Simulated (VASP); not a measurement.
OSZICAR of a VASP run on CdF₂ (fluorite):

OSZICAR:
```
       N       E                     dE             d eps       ncg     rms          rms(c)
DAV:   1     0.208343800984E+03    0.20834E+03   -0.15790E+04   696   0.153E+03
DAV:   2    -0.271848990135E+01   -0.21106E+03   -0.20531E+03   790   0.387E+02
DAV:   3    -0.119127793058E+02   -0.91943E+01   -0.91761E+01   715   0.897E+01
DAV:   4    -0.119630959594E+02   -0.50317E-01   -0.50310E-01   784   0.667E+00
DAV:   5    -0.119632892101E+02   -0.19325E-03   -0.19325E-03   721   0.359E-01    0.964E+00
DAV:   6    -0.997943463037E+01    0.19839E+01   -0.59318E+00   884   0.487E+01    0.662E+00
DAV:   7    -0.100448491133E+02   -0.65414E-01   -0.10946E+00   681   0.108E+01    0.372E+00
DAV:   8    -0.100475854573E+02   -0.27363E-02   -0.20246E-01   747   0.440E+00    0.822E-01
DAV:   9    -0.100382733170E+02    0.93121E-02   -0.52289E-02   766   0.252E+00    0.116E-01
DAV:  10    -0.100392010186E+02   -0.92770E-03   -0.40915E-03   700   0.912E-01    0.175E-01
DAV:  11    -0.100393890556E+02   -0.18804E-03   -0.41490E-04   727   0.213E-01    0.743E-02
DAV:  12    -0.100394559206E+02   -0.66865E-04   -0.18368E-04   696   0.128E-01    0.234E-02
DAV:  13    -0.100394586892E+02   -0.27686E-05   -0.17201E-05   761   0.383E-02    0.113E-02
DAV:  14    -0.100394584299E+02    0.25927E-06   -0.43107E-06   699   0.281E-02    0.247E-03
DAV:  15    -0.100394585656E+02   -0.13561E-06   -0.24451E-07   647   0.731E-03    0.473E-04
DAV:  16    -0.100394585915E+02   -0.25918E-07   -0.14172E-08   496   0.131E-03
   1 F= -.10039459E+02 E0= -.10039459E+02  d E =-.125271E-17
```

Which electronic solver shows in the log?

It is blocked Davidson (ALGO = Normal, or the opening steps of other solvers). The INCAR had ALGO = Normal.

Can the final energy be trusted as converged?

The run converged. It stopped with EDIFF = 1E-7, NELM = 100 (RPBE GGA, plane waves, VASP's PBE PAW potentials (set 64)).

The compound is CdF2 in the fluorite structure. It was relaxed first, which changed the volume by +11 %.
